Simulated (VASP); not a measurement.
**Au with and without spin-orbit coupling**

What does spin-orbit coupling change in Au, and what does it cost? All runs use PBEsol. Left out of this account: at least 1 further run (self-consistent run: a reference on another mesh). This is not the structure that Au takes at ambient conditions. The start is a cell from a database of measured crystal structures.

Method: PBEsol; plane waves and PAW (Au), in the first sound run; inputs show where later runs differ, in VASP 6.6.1.

Most raw output is cut from this account.

The starting crystal is not the ambient structure of Au (fcc); it is a model or a phase of other conditions.

## (1) The starting structure

The structure is hexagonal, space group P6_3/mmc (No. 194). Conventional cell: a = 2.900 Å, b = 2.900 Å, c = 4.880 Å, α = 90.00°, β = 90.00°, γ = 120.00°. Au has 12 Au at 2.90 to 2.96 Å nearest.

As a file:

```
Au
1.0
     2.90000    0.00000    0.00000
    -1.45000    2.51147    0.00000
     0.00000    0.00000    4.88000
Au
2
Direct
  0.33333 0.66667 0.75000
  0.66667 0.33333 0.25000
```

## (2) Band structure (PBEsol)

The mesh alone shows little of the dispersion and can miss band extrema, so KPOINTS_OPT adds a path through the symmetry points after the self-consistent cycle. PBEsol restores the gradient expansion of exchange and is tuned for the cells of solids.

INCAR

```
SYSTEM = Au
PREC = Accurate
ENCUT = 400
EDIFF = 1E-06
NELM = 100
ISMEAR = -1
SIGMA = 0.05
LREAL = .FALSE.
ALGO = Normal
GGA = PS
NBANDS = 23
LASPH = .TRUE.
LORBIT = 11
LWAVE = .FALSE.
LCHARG = .FALSE.
KPAR = 2
```

POSCAR

```
Au
1.0
    2.9000000000      0.0000000000      0.0000000000
   -1.4500000000      2.5114736710      0.0000000000
    0.0000000000      0.0000000000      4.8800000000
Au
2
Direct
    0.3333333333      0.6666666667      0.7500000000
    0.6666666667      0.3333333333      0.2500000000
```

KPOINTS

```
Automatic mesh
0
Gamma
13 13 7
0 0 0
```

KPOINTS_OPT

```
Line mode
16
Line-mode
Reciprocal
  0.00000000   0.00000000   0.00000000 GAMMA
  0.50000000   0.00000000   0.00000000 M

  0.50000000   0.00000000   0.00000000 M
  0.33333333   0.33333333   0.00000000 K

  0.33333333   0.33333333   0.00000000 K
  0.00000000   0.00000000   0.00000000 GAMMA

  0.00000000   0.00000000   0.00000000 GAMMA
  0.00000000   0.00000000   0.50000000 A

  0.00000000   0.00000000   0.50000000 A
  0.50000000   0.00000000   0.50000000 L

  0.50000000   0.00000000   0.50000000 L
  0.33333333   0.33333333   0.50000000 H

  0.33333333   0.33333333   0.50000000 H
  0.00000000   0.00000000   0.50000000 A

  0.50000000   0.00000000   0.50000000 L
  0.50000000   0.00000000   0.00000000 M

  0.33333333   0.33333333   0.00000000 K
  0.33333333   0.33333333   0.50000000 H
```

PAW data sets: Au (PBE family, release 64).

Started as:

```bash
> mpirun -np 2 vasp_std
```

The job ended after 42 s (2 MPI ranks of Intel Xeon Platinum 8488C (Sapphire Rapids), shared host; peak memory 0.36 GiB).

Spin-orbit coupling is off here; it can split and shift levels that hold much weight on Au by tenths of an eV or more. The PAW data sets were made with PBE, which is usual practice but a small mismatch for other functionals. At this level the cell is under a tension of 6.9 GPa, so at these settings it is away from equilibrium.

This step gave:

- SCF cycles: 11
- electrons: 22
- bands: 23
- irreducible k-points: 84
- symmetry operations: 24
- free energy (TOTEN): -7.817 eV
- energy at zero smearing: -7.815 eV
- Fermi energy: 8.438 eV
- pressure: -6.853 GPa
- metallic, judged on the points sampled: yes

Electronic bands along the path, in eV, zero at the Fermi level; # counts the bands kept in this run:

```csv
point,#7,#8,#9,#10,#11,#12,#13,#14
Γ,-3.92,-3.25,-3.25,-1.98,-1.98,-0.88,2.58,14.74
0.53 of the way,-3.61,-3.15,-2.94,-2.75,-1.81,2.82,3.61,9.01
M,-3.39,-1.77,-1.67,-1.51,0.50,1.63,5.74,7.16
0.53 of the way,-3.65,-2.09,-2.01,-1.86,1.49,1.87,6.02,6.94
K,-3.43,-2.25,-2.25,-2.17,2.39,2.39,3.94,9.48
0.53 of the way,-3.60,-3.40,-2.76,-2.42,-1.91,2.86,3.72,10.04
Γ,-3.92,-3.25,-3.25,-1.98,-1.98,-0.88,2.58,14.74
0.47 of the way,-4.03,-2.98,-2.98,-2.80,-2.06,-2.06,5.38,13.91
A,-4.24,-4.24,-2.41,-2.41,-2.41,-2.41,10.42,10.42
0.47 of the way,-3.47,-3.47,-2.45,-2.45,-1.88,-1.88,10.70,10.70
L,-2.19,-2.19,-1.57,-1.57,0.65,0.65,3.89,3.89
0.47 of the way,-2.69,-2.69,-1.85,-1.85,2.13,2.13,4.03,4.03
H,-3.40,-3.40,-1.94,-1.94,4.21,4.21,4.65,4.65
0.47 of the way,-3.32,-3.32,-1.96,-1.96,-1.34,-1.34,9.90,9.90
A,-4.24,-4.24,-2.41,-2.41,-2.41,-2.41,10.42,10.42
jump to L,-2.19,-2.19,-1.57,-1.57,0.65,0.65,3.89,3.89
0.47 of the way,-2.29,-1.91,-1.62,-1.53,0.14,1.43,4.51,4.74
M,-3.39,-1.77,-1.67,-1.51,0.50,1.63,5.74,7.16
jump to K,-3.43,-2.25,-2.25,-2.17,2.39,2.39,3.94,9.48
0.47 of the way,-3.47,-2.65,-2.10,-2.10,2.81,2.81,4.67,7.09
H,-3.40,-3.40,-1.94,-1.94,4.21,4.21,4.65,4.65
```

There is no gap at this level.

## (3) Band structure (PBEsol + SOC)

This step: PBEsol, spin-orbit coupling; plane waves and PAW (Au) (VASP 6.6.1).

Levels along the symmetry lines show where the bands peak and cross; KPOINTS_OPT computes them in the converged potential. Spin-orbit coupling needs spinors and the noncollinear program, where each band holds one electron.

Changes to INCAR since step 2:

```diff
@@ -10,4 +10,9 @@
 GGA = PS
-NBANDS = 23
+LNONCOLLINEAR = .TRUE.
+MAGMOM = 0 0 0 0 0 0
+NBANDS = 34
+GGA_COMPAT = .FALSE.
 LASPH = .TRUE.
+LSORBIT = .TRUE.
+LMAXMIX = 4
 LORBIT = 11
```

POSCAR is that of step 2.

KPOINTS is that of step 2.

KPOINTS_OPT is that of step 2.

Started as:

```bash
> mpirun -np 2 vasp_ncl
```

The job ended after 2.2 min (2 MPI ranks; peak memory 0.62 GiB).

At this level the cell is under a tension of 8.0 GPa, so at these settings it is away from equilibrium.

This step gave:

```
SCF cycles              : 12
bands                   : 34
free energy (TOTEN)     : -8.396 eV
energy at zero smearing : -8.394 eV
Fermi energy            : 8.498 eV
pressure                : -7.987 GPa
```

On-site spin-orbit energy by atom:

```csv
atom,on-site spin-orbit energy (eV)
Au1,-0.582
Au2,-0.582
```

Electronic bands along the path, in eV, zero at the Fermi level; # counts the bands kept in this run:

```csv
point,#17,#18,#19,#20,#21,#22,#23,#24
Γ,-2.81,-2.81,-2.47,-2.47,-1.60,-1.60,-1.03,-1.03
0.53 of the way,-2.81,-2.81,-2.55,-2.55,-1.74,-1.74,2.77,2.77
M,-1.68,-1.68,-1.34,-1.34,0.48,0.48,1.60,1.60
0.53 of the way,-2.07,-2.07,-1.66,-1.66,1.42,1.42,1.85,1.85
K,-2.13,-2.13,-1.95,-1.95,2.33,2.33,2.34,2.34
0.53 of the way,-2.67,-2.67,-2.33,-2.33,-1.86,-1.86,2.81,2.81
Γ,-2.81,-2.81,-2.47,-2.47,-1.60,-1.60,-1.03,-1.03
0.47 of the way,-2.99,-2.99,-2.61,-2.61,-2.16,-2.16,-1.71,-1.71
A,-2.50,-2.50,-2.50,-2.50,-2.11,-2.11,-2.11,-2.11
0.47 of the way,-2.44,-2.44,-2.44,-2.44,-1.71,-1.71,-1.71,-1.71
L,-1.47,-1.47,-1.47,-1.47,0.51,0.51,0.51,0.51
0.47 of the way,-1.82,-1.82,-1.79,-1.79,1.93,1.93,2.05,2.05
H,-2.05,-2.05,-1.82,-1.82,4.08,4.08,4.21,4.21
0.47 of the way,-2.10,-2.10,-2.00,-2.00,-1.31,-1.31,-1.08,-1.08
A,-2.50,-2.50,-2.50,-2.50,-2.11,-2.11,-2.11,-2.11
jump to L,-1.47,-1.47,-1.47,-1.47,0.51,0.51,0.51,0.51
0.47 of the way,-1.62,-1.62,-1.28,-1.28,0.03,0.03,1.37,1.37
M,-1.68,-1.68,-1.34,-1.34,0.48,0.48,1.60,1.60
jump to K,-2.13,-2.13,-1.95,-1.95,2.33,2.33,2.34,2.34
0.47 of the way,-2.09,-2.09,-1.99,-1.99,2.73,2.73,2.77,2.77
H,-2.05,-2.05,-1.82,-1.82,4.08,4.08,4.21,4.21
```

There is no gap at this level. Without the coupling there was no gap either. The run took 3.1 times the core time, with 34 spinor bands against 23.

## (4) Total and projected DOS (PBEsol)

This step: PBEsol; plane waves and PAW (Au) (VASP 6.6.1).

Here the states are counted by energy and projected on the atoms.

INCAR

```
SYSTEM = Au
PREC = Accurate
ENCUT = 400
EDIFF = 1E-06
NELM = 100
ISMEAR = -5
SIGMA = 0.05
LREAL = .FALSE.
ALGO = Normal
GGA = PS
NBANDS = 23
LASPH = .TRUE.
LORBIT = 11
LWAVE = .FALSE.
LCHARG = .FALSE.
KPAR = 2
NEDOS = 2001
```

POSCAR is that of step 3.

KPOINTS is that of step 3.

Started as:

```bash
> mpirun -np 2 vasp_std
```

The job ended after 21 s (2 MPI ranks; peak memory 0.32 GiB).

At this level the cell is under a tension of 6.8 GPa, so at these settings it is away from equilibrium. With tetrahedra the forces and stress of a metal are not exact derivatives of the energy.

This step gave:

* SCF cycles: 11
* bands: 23
* free energy (TOTEN): -7.806 eV
* Fermi energy: 8.585 eV
* pressure: -6.787 GPa
* DOS at the Fermi level, one point of the energy grid: 0.6279 states/eV/cell

The density of states has structure finer than the step of the table below, so its rows give means over 1 eV, whole bins alone (the curve runs from -11.3 to 7.93 eV). Peaks (eV: height): total -4.5: 6.07, -3.8: 6.20, -2.1: 6.22, -1.8: 6.31; Au d -4.5: 5.06, -3.8: 5.27, -2.1: 5.91, -1.8: 6.00; Au p -5.0: 0.221, -3.8: 0.197, 5.0: 0.247, 6.8: 0.287; Au s -6.7: 0.534, 2.7: 0.193, 4.8: 0.281.

States under -11.3 eV and over 7.9 eV are left out. Table of density of states by energy, zero at the Fermi level; means over each step; values in states/eV/cell:

```csv
energy (eV),total,Au d,Au p,Au s
-10,2.9e-5,0,0,1.7e-5
-9,0.105,8.8e-4,0.00255,0.0576
-8,0.274,0.0149,0.0139,0.134
-7,1.10,0.442,0.0432,0.293
-6,3.15,2.20,0.0859,0.248
-5,3.94,3.19,0.123,0.0593
-4,5.07,4.27,0.161,0.0669
-3,3.38,3.02,0.0781,0.0290
-2,4.09,3.84,0.0434,0.0453
-1,0.596,0.377,0.0595,0.0681
0,0.618,0.289,0.104,0.0896
1,0.558,0.209,0.108,0.104
2,0.602,0.188,0.117,0.145
3,0.546,0.137,0.0921,0.176
4,0.512,0.114,0.0784,0.188
5,0.887,0.166,0.214,0.241
6,0.622,0.104,0.174,0.149
7,0.742,0.124,0.249,0.123
```

Of the states within 0.3 eV of the Fermi level, the largest shares in the PAW spheres are Au d 46 %, Au p 17 % and Au s 14 %. The rest lies in smaller channels or between the spheres.

## (5) Total and projected DOS (PBEsol + SOC)

This step: PBEsol, spin-orbit coupling; plane waves and PAW (Au) (VASP 6.6.1).

Changes to INCAR since step 4:

```diff
@@ -10,4 +10,9 @@
 GGA = PS
-NBANDS = 23
+LNONCOLLINEAR = .TRUE.
+MAGMOM = 0 0 0 0 0 0
+NBANDS = 34
+GGA_COMPAT = .FALSE.
 LASPH = .TRUE.
+LSORBIT = .TRUE.
+LMAXMIX = 4
 LORBIT = 11
```

POSCAR is that of step 4.

KPOINTS is that of step 4.

Started as:

```bash
> mpirun -np 2 vasp_ncl
```

Run time: 75 s. Hardware: 2 MPI ranks; peak memory 0.51 GiB.

At this level the cell is under a tension of 7.9 GPa, so at these settings it is away from equilibrium.

Numbers from this step:

```yaml
scf_cycles: 12
bands: 34
free_energy_toten: -8.385 eV
fermi_energy: 8.634 eV
pressure: -7.918 GPa
dos_at_the_fermi_level_one_point_of_the_energy_grid: 0.6616 states/eV/cell
```

On-site spin-orbit energy by atom:

```csv
atom,on-site spin-orbit energy (eV)
Au1,-0.583
Au2,-0.583
```

The density of states has structure finer than the step of the table below, so its rows give means over 0.5 eV, whole bins alone (the curve runs from -10.9 to 7.21 eV). Peaks (eV: height): total -5.82: 5.49, -5.37: 7.94, -3.67: 8.17, -2.34: 5.31; Au d -5.82: 4.38, -5.37: 6.70, -3.67: 7.02, -2.34: 4.93; Au p -4.63: 0.223, -4.26: 0.236, 4.85: 0.264, 6.55: 0.303; Au s -6.85: 0.534, -4.63: 0.129, 2.70: 0.192, 4.70: 0.304.

States under -10.9 eV and over 7.2 eV are left out. The density of states by energy, zero at the Fermi level; means over each step; values in states/eV/cell:

```csv
energy (eV),total,Au d,Au p,Au s
-10.0,0,0,0,0
-9.5,0.0226,0,1.9e-4,0.0128
-9.0,0.122,7.9e-4,0.00266,0.0670
-8.5,0.197,0.00464,0.00759,0.103
-8.0,0.295,0.0174,0.0154,0.143
-7.5,0.436,0.0651,0.0253,0.182
-7.0,1.47,0.660,0.0504,0.353
-6.5,3.26,2.12,0.0784,0.381
-6.0,3.84,2.96,0.0927,0.147
-5.5,5.10,4.27,0.115,0.0580
-5.0,3.30,2.77,0.0834,0.0681
-4.5,3.18,2.38,0.193,0.112
-4.0,2.46,1.93,0.134,0.0555
-3.5,4.73,4.03,0.144,0.0602
-3.0,3.73,3.32,0.0788,0.0327
-2.5,4.15,3.83,0.0519,0.0357
-2.0,4.44,4.10,0.0627,0.0538
-1.5,1.60,1.39,0.0497,0.0521
-1.0,0.674,0.468,0.0565,0.0617
-0.5,0.680,0.391,0.0893,0.0788
0.0,0.662,0.327,0.109,0.0870
0.5,0.636,0.284,0.113,0.0975
1.0,0.555,0.214,0.107,0.101
1.5,0.568,0.200,0.111,0.118
2.0,0.602,0.195,0.119,0.138
2.5,0.642,0.184,0.120,0.176
3.0,0.530,0.136,0.0919,0.167
3.5,0.344,0.0808,0.0540,0.122
4.0,0.605,0.143,0.0867,0.229
4.5,0.953,0.198,0.203,0.291
5.0,0.921,0.177,0.236,0.240
5.5,0.609,0.110,0.157,0.163
6.0,0.640,0.106,0.185,0.153
6.5,0.857,0.137,0.282,0.163
```

The DOS at the Fermi level goes from 0.628 to 0.662 states/eV/cell, a number that is sensitive to the mesh. The run took 3.6 times the core time, with 34 spinor bands against 23. Of the states within 0.3 eV of the Fermi level, the largest shares in the PAW spheres are Au d 49 %, Au p 17 % and Au s 13 %. The rest lies in smaller channels or between the spheres.

## (6) Full relaxation (PBEsol)

This step: PBEsol; plane waves and PAW (Au) (VASP 6.6.1).

Last, the cell itself: ISIF = 3 frees volume, shape and positions, first without the coupling.

INCAR

```
SYSTEM = Au
PREC = Accurate
ENCUT = 400
EDIFF = 1E-06
NELM = 100
ISMEAR = -1
SIGMA = 0.05
LREAL = .FALSE.
ALGO = Normal
GGA = PS
NBANDS = 17
LASPH = .TRUE.
LORBIT = 11
LWAVE = .FALSE.
LCHARG = .FALSE.
KPAR = 2
IBRION = 2
NSW = 60
ISIF = 3
EDIFFG = -0.01
```

POSCAR is that of step 5.

KPOINTS is that of step 5.

Started as:

```bash
> mpirun -np 2 vasp_std
```

Wall time 59 s (2 MPI ranks); peak memory 0.31 GiB.

The run keeps the 24 symmetry operations of its start, so it cannot find a distortion of lower symmetry.

The steps of the relaxation:

```csv
step,energy less that of the first step (eV),largest force (eV/Å),pressure (GPa),volume (Å³)
1,0.0000,0.0000,-6.85,35.54
2,0.0570,0.0000,14.45,31.77
3,-0.0352,0.0000,-0.11,34.01
4,-0.0352,0.0000,0.04,33.98
5,-0.0358,0.0000,0.03,33.98
6,-0.0359,0.0000,0.05,33.97
7,-0.0359,0.0000,0.05,33.97
```

```csv
"conventional cell, symmetrised",before,after,change
a (Å),2.900,2.867,-1.2 %
b (Å),2.900,2.867,-1.2 %
c (Å),4.880,4.773,-2.2 %
volume (Å³/atom),17.77,16.99,-4.4 %
```

Final coordinates:

```cif
data_structure
_symmetry_space_group_name_H-M 'P 1'
_symmetry_Int_Tables_number 1
_cell_length_a 2.8666
_cell_length_b 2.8666
_cell_length_c 4.7735
_cell_angle_alpha 90.000
_cell_angle_beta 90.000
_cell_angle_gamma 120.000
_cell_volume 33.97
loop_
_atom_site_label
_atom_site_type_symbol
_atom_site_fract_x
_atom_site_fract_y
_atom_site_fract_z
_atom_site_occupancy
Au1 Au 0.33333 0.66667 0.75000 1
Au2 Au 0.66667 0.33333 0.25000 1
```

This step gave:

```
bands                           : 17
free energy (TOTEN)             : -7.853 eV
energy at zero smearing         : -7.852 eV
Fermi energy                    : 9.207 eV
pressure                        : 0.05215 GPa
SCF cycles over all ionic steps : 46
```

It ends with forces that vanish by symmetry and a pressure of 0.05 GPa.

## (7) Full relaxation (PBEsol + SOC)

This step: PBEsol, spin-orbit coupling; plane waves and PAW (Au) (VASP 6.6.1).

The same relaxation with spinors and spin-orbit coupling.

Changes to INCAR since step 6:

```diff
@@ -10,4 +10,9 @@
 GGA = PS
-NBANDS = 17
+LNONCOLLINEAR = .TRUE.
+MAGMOM = 0 0 0 0 0 0
+NBANDS = 34
+GGA_COMPAT = .FALSE.
 LASPH = .TRUE.
+LSORBIT = .TRUE.
+LMAXMIX = 4
 LORBIT = 11
```

POSCAR is that of step 6.

KPOINTS is that of step 6.

Started as:

```bash
> mpirun -np 2 vasp_ncl
```

Wall time 7.4 min (2 MPI ranks); peak memory 0.53 GiB; 15 min of CPU time.

The steps of the relaxation:

```csv
step,energy less that of the first step (eV),largest force (eV/Å),pressure (GPa),volume (Å³)
1,0.0000,0.0000,-7.99,35.54
2,0.0890,0.0000,18.30,31.18
3,-0.0467,0.0000,-0.18,33.82
4,-0.0467,0.0000,0.00,33.78
5,-0.0467,0.0000,0.19,33.75
6,-0.0473,0.0000,0.19,33.74
7,-0.0474,0.0000,0.22,33.73
8,-0.0474,0.0000,0.21,33.73
9,-0.0474,0.0000,0.21,33.73
10,-0.0474,0.0000,0.22,33.73
11,-0.0474,0.0000,-0.38,33.84
12,-0.0474,0.0000,0.00,33.77
```

```csv
"conventional cell, symmetrised",before,after,change
a (Å),2.900,2.861,-1.4 %
b (Å),2.900,2.861,-1.4 %
c (Å),4.880,4.765,-2.4 %
volume (Å³/atom),17.77,16.88,-5.0 %
```

Final coordinates:

```xyz
2
Lattice="2.8606 0.0000 0.0000 -1.4303 2.4774 0.0000 0.0000 0.0000 4.7650" Properties=species:S:1:pos:R:3 pbc="T T T"
Au    0.0000    1.6516    3.5737
Au    1.4303    0.8258    1.1912
```

Numbers from this step:

* bands: 34
* free energy (TOTEN): -8.444 eV
* energy at zero smearing: -8.442 eV
* Fermi energy: 9.379 eV
* pressure: 0.002113 GPa
* SCF cycles over all ionic steps: 76

On-site spin-orbit energy by atom:

```csv
atom,on-site spin-orbit energy (eV)
Au1,-0.595
Au2,-0.595
```

The cell ends at 16.88 Å³/atom, -0.6 % from the run without the coupling. The run took 7.5 times the core time, with 34 spinor bands against 17.

The cell shrank by 5.0 % in volume.

## (8) Side by side

| quantity | without | with spin-orbit coupling |
| --- | --- | --- |
| gap (eV) | none | none |
| core minutes, bands | 1.4 | 4.4 |
| DOS at the Fermi level (states/eV/cell) | 0.628 | 0.662 |
| core minutes, DOS | 0.7 | 2.5 |
| relaxed volume (Å³/atom) | 16.99 | 16.88 |
| core minutes, relaxation | 2.0 | 15 |

## (9) Summary of results

- gap (eV), without → with: none → none
- DOS at the Fermi level (states/eV/cell), without → with: 0.628 → 0.662
- relaxed volume (Å³/atom), without → with: 16.99 → 16.88

**Reading.** Au has no gap with or without spin-orbit coupling. The relaxed volume moves by -0.6 %. The spinor runs cost 3.1 to 7.5 times as much, on a shared host.

[Lines on the potential files, build, host, timing and source positions are cut from VASP's logs without a mark.]

[Logs are printed without paths, hosts, clocks, repeated set-up lines and the standing remarks that a program may print on its own settings, such as how far it seeks lower states.]

[Hosts, paths, dates, database ids (printed as entryN), source tags and the programs' standing remarks are cut or masked in the printed files.]

[A measured line is paired with the nearest computed mode of its activity, which favours agreement.]

[In band tables of VASP the shares of atoms and orbitals are scaled to a sum of 1 inside the atoms' spheres.]
